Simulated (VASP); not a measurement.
Here is a VASP 6.6.1 calculation.

The input INCAR:

```
  PREC = Accurate
  ENCUT = 600
  EDIFF = 1E-7
  ISMEAR = 0
  SIGMA = 0.03
  LREAL = False
  LASPH = True
  NELM = 80
  ALGO = Normal
  ISIF = 2
  LWAVE = False
  LCHARG = False
  METAGGA = R2SCAN
  LMIXTAU = True
  IBRION = 2
  NSW = 40
  EDIFFG = -0.01
```

The input KPOINTS:

```
regular mesh
0
Gamma
  8 8 8
```

Contents of POSCAR:

```
SrTiO3                                  
1.0
    3.9636784818      0.0000000000      0.0000000000
    0.0000000000      3.9636784818      0.0000000000
    0.0000000000      0.0000000000      3.9636784818
  Sr              Ti              O             
     1     1     3
Direct
     0.5000000000000000    0.5000000000000000    0.5000000000000000
     0.0000000000000000    0.0000000000000000    0.0000000000000000
     0.5000000000000000    0.0000000000000000    0.0000000000000000
     0.0000000000000000    0.5000000000000000    0.0000000000000000
     0.0000000000000000    0.0000000000000000    0.5000000000000000
```

Potentials or basis: VASP PAW PBE potentials, release 64 (Sr_sv, Ti_sv, O).

Command:

```bash
$ cat potpaw_PBE.64/Sr_sv/POTCAR potpaw_PBE.64/Ti_sv/POTCAR potpaw_PBE.64/O/POTCAR > POTCAR
$ mpirun -np 1 vasp_std > vasp.out
```

**Question.** What does it give for the band gap on the k mesh?

**Answer.** 2.18 eV, indirect (least direct gap 2.58 eV).

Final structure:
```
Sr Ti O
1.0
     3.96368    0.00000    0.00000
     0.00000    3.96368    0.00000
     0.00000    0.00000    3.96368
Sr Ti O
1 1 3
Direct
  0.50000 0.50000 0.50000
  0.00000 0.00000 0.00000
  0.50000 0.00000 0.00000
  0.00000 0.50000 0.00000
  0.00000 0.00000 0.50000
```

Caveat: the relaxation stopped at its first step, so nothing moved. A k mesh can miss the band edges.
